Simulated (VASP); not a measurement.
A run of VASP 6.6.1 is set up as follows.

Contents of INCAR:

```
SYSTEM = CaGaAu
PREC = Accurate
ENCUT = 520
EDIFF = 1E-7
ISMEAR = 0
SIGMA = 0.1
LREAL = .FALSE.
LASPH = .TRUE.
NELM = 100
ALGO = Fast
ISIF = 2
LWAVE = .FALSE.
LCHARG = .TRUE.
GGA = PE
LELF = .TRUE.
LVHAR = .TRUE.
NBANDS = 80
```

The input KPOINTS:

```
regular mesh
0
G
  2 3 3
  0 0 0
```

POSCAR

```
CaGaAu
1.0
    6.9657290000      0.6447880000      1.1052760000
    0.7181900000      6.4788860000      1.1568360000
    0.4076370000      0.1257260000      6.1674700000
Ga Au Ca
4 4 4
Direct
    0.9487476305      0.5994822499      0.4861186785
    0.8531004199      0.6087274028      0.1168066981
    0.3974606158      0.1067879637      0.8086165250
    0.9938824032      0.2092947344      0.3270511165
    0.4046894035      0.8052889451      0.5909665183
    0.0381503642      0.3377362892      0.8524743242
    0.2903962026      0.3890955271      0.1035780204
    0.6454392628      0.4835696420      0.8785368560
    0.5797568788      0.3940662124      0.4504848269
    0.9734950290      0.9392140005      0.7581140631
    0.6143356196      0.0222725106      0.1705749589
    0.2318421753      0.8262807801      0.1838121718
```

Potentials or basis: VASP PAW PBE potentials, release 64 (Ga_d, Au, Ca_sv).

The run is started by

```bash
$ cat potpaw_PBE.64/Ga_d/POTCAR potpaw_PBE.64/Au/POTCAR potpaw_PBE.64/Ca_sv/POTCAR > POTCAR
$ mpirun -np 1 vasp_std > vasp.out
```

Estimate the pressure.

5.0 GPa.

What does it give for the band gap on the k mesh?

None (metal or under the smearing width).

What does it give for the largest force?

1.080 eV/Å.

Stress tensor (GPa, compression positive):
```
 4.11  1.00 -0.98
 1.00  4.75  0.02
-0.98  0.02  6.24
```

Caveat: the k mesh is coarse (spacing up to 0.46 Å⁻¹), so the values aren't converged. Spin-orbit coupling is left out, which matters for the levels of Au.
